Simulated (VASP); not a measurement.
Consider the following.

```
GaN
1.0
    1.60935    -2.78747     0.00000
    1.60935     2.78747     0.00000
    0.00000     0.00000     5.23923
Ga N
2 2
Direct
  0.66667   0.33333   0.50005
  0.33333   0.66667   0.00005
  0.66667   0.33333   0.87695
  0.33333   0.66667   0.37695
```

The numbers are results of PW91 GGA, VASP's PBE PAW potentials (set 64) (plane waves; VASP), not measurements. Settings: 520 eV cut-off, Gaussian smearing of 0.050 eV, potentials Ga_d N.

Q: Estimate the band gap (along the path) with the smallest direct gap where there is one.

A: 
* **band gap (along the path)**: 1.73 eV
* **smallest direct gap (along the path)**: 1.73 eV

The compound is GaN in the wurtzite structure. It was relaxed first.
